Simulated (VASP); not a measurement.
VASP input:

**POSCAR**
```
TiB2
3.1641950
  0.9371770703   0.0000000000   0.0000000000
 -0.4685886932   0.8116190690   0.0000000000
  0.0000000000   0.0000000000   1.0000000000
Ti B
1 2
Cart
  0.0000000000   0.0000000000   0.0000000000
 -0.0000005739   0.5410796499   0.5000000000
  0.4685889511   0.2705394191   0.5000000000
```

**KPOINTS**
```
Automatic mesh
0
Gamma
8 8 7
0 0 0
```

**INCAR**
```
ALGO=Normal
EDIFF=1E-6
ENCUT=400
GGA=PE
ISIF=2
ISMEAR=0
LASPH=T
LCHARG=F
LMAXMIX=4
LREAL=F
LWAVE=F
NELM=100
PREC=Accurate
SIGMA=0.136
SYSTEM=TiB2
```

POTCAR, in this order: Ti_sv B (PBE.64 set). Program: vasp_std.

Q: Translate this PBE calculation to Quantum ESPRESSO's pw.x.

A: One equivalent input (not run):
```
&CONTROL
  calculation = 'scf'
  pseudo_dir = './pseudo'
  outdir = './out'
  tprnfor = .true.
  tstress = .true.
/
&SYSTEM
  ibrav = 0
  nat = 3
  ntyp = 2
  ecutwfc = 84
  occupations = 'smearing'
  smearing = 'gaussian'
  degauss = 0.009996
  input_dft = 'pbe'
/
&ELECTRONS
  conv_thr = 7.3e-08
  electron_maxstep = 100
/
ATOMIC_SPECIES
  Ti 47.867 Ti.upf
  B 10.810 B.upf
CELL_PARAMETERS angstrom
     2.9654110    0.0000000    0.0000000
    -1.4827060    2.5681210    0.0000000
     0.0000000    0.0000000    3.1641950
ATOMIC_POSITIONS crystal
  Ti   0.0000000  0.0000000  0.0000000
  B    0.3333330  0.6666670  0.5000000
  B    0.6666670  0.3333330  0.5000000
K_POINTS automatic
  8 8 7 0 0 0
```
The two are equivalent in intent, not identical: the potentials are each code's own (VASP's PAW set, PseudoDojo norm-conserving files in pw.x), so ENCUT and ecutwfc are chosen apart and not converted; conv_thr bounds pw.x's estimated SCF error, while EDIFF bounds the energy change between steps.

The structure comes from a computed database's TiB2 entry; how it stands against other phases isn't given here. The cell was not relaxed at this level, and its volume differs by -5.9 % from the start's. The k-mesh is coarse (spacing up to 0.31 per Å, 2π included), so the numbers may not be converged in it.
